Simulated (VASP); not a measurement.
**NbTe: single point with HSE(alpha, omega)**

The system is NbTe.

```
CELL_PARAMETERS angstrom
3.70297 0.00000 0.00000
-1.85149 3.20687 0.00000
0.00000 0.00000 3.69421
ATOMIC_POSITIONS crystal
Te 0.66667 0.33333 0.00000
Nb 0.00000 0.00000 0.50000
```

The cell comes from a database or a generator and needn't be the stable form of this composition.

```json
{
  "Program": "VASP 6.6.1",
  "Task": "single point",
  "Functional": "HSE(alpha, omega)",
  "Potentials or basis": "VASP PAW PBE potentials, release 64 (Te, Nb_sv)",
  "Cutoff": "520 eV",
  "k mesh": "4 × 4 × 4",
  "Occupations": "fermi-dirac, width 0.05 eV",
  "Spin": "no spin polarisation"
}
```

The pressure is -6.3 GPa and the band gap on the k mesh is none (metal or under the smearing width).

Stress tensor (GPa, compression positive):
```
-4.85  0.00  0.00
 0.00 -4.85  0.00
 0.00  0.00 -9.06
```

Levels at points of the mesh, in eV from the Fermi level:
| k point | band 7 | band 8 | band 9 | band 10 | band 11 | band 12 |
| --- | --- | --- | --- | --- | --- | --- |
| (0.00, 0.00, 0.00) | -3.93 | -3.56 | -2.94 | 0.49 | 0.49 | 2.96 |
| (0.50, 0.00, 0.00) | -4.61 | -3.24 | -3.18 | -0.22 | 1.81 | 2.18 |
| (0.00, 0.00, 0.50) | -3.25 | -3.25 | -1.37 | -1.37 | 1.20 | 2.13 |
| (0.50, 0.00, 0.50) | -6.93 | -5.10 | -1.89 | 1.67 | 1.98 | 2.35 |

Wall time 2.7 min on 1 thread of Intel(R) Xeon(R) 6975P-C (Granite Rapids) (shared host), peak memory 0.26 GiB.

Caveat: the k mesh is coarse (spacing up to 0.49 Å⁻¹), so the values aren't converged, least of all with exact exchange; the PAW data sets were made with another functional, which shifts forces and pressure a little. The run has no spin-orbit coupling, so splittings on Te are missing.
